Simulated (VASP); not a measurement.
Given:

```
CELL_PARAMETERS angstrom
     -1.53821     1.53821     3.76483
      1.53821    -1.53821     3.76483
      1.53821     1.53821    -3.76483
ATOMIC_POSITIONS crystal
  Re 0.00000 0.00000 0.00000
  Co 0.33530 0.33530 0.00000
  Co 0.66470 0.66470 0.00000
```
Starting moments (μB, in the order of the record's atoms Re Co Co): 0.0 3.0 3.0.

These are PBE GGA, VASP's PBE PAW potentials (set 64) (plane waves; VASP) values and carry that method's errors. Numerical set-up: 300 eV cut-off, 7×7×7 Γ-centred mesh, Gaussian smearing of 0.10 eV, potentials Re Co.

At this cut-off the stress carries a Pulay error, which pulls relaxed volumes low.

Task: The ions, cell shape and volume are relaxed. Give the cell that the relaxation ends in.

Result: 
```
CELL_PARAMETERS angstrom
     -1.51635     1.51635     3.87099
      1.51635    -1.51635     3.87099
      1.51635     1.51635    -3.87099
ATOMIC_POSITIONS crystal
  Re 0.00000 0.00000 0.00000
  Co 0.33257 0.33257 0.00000
  Co 0.66743 0.66743 0.00000
```
Space group I4/mmm (139), at a tolerance of 0.03 Å. The cell ends with 0.00 μB, on the sites 0.00 0.00 0.00 μB.

Task: How do energy and volume change from the first to the last step?

Result: The energy (σ→0) changes by -15.1 meV/atom and the volume by -0.1 %, in 7 ionic steps.

The structure was generated: Co2Re was put into an ordered model structure, which need not be its known phase. This run relaxes it. Symmetry was kept, so distortions that lower it aren't found. The k-mesh is coarse (spacing up to 0.42 per Å, 2π included), so the numbers may not be converged in it. The run is one of a series of settings (EDIFFG = -0.01, IBRION = 2, ISIF = 3, NSW = 50 against the base run), some of them coarse on purpose.
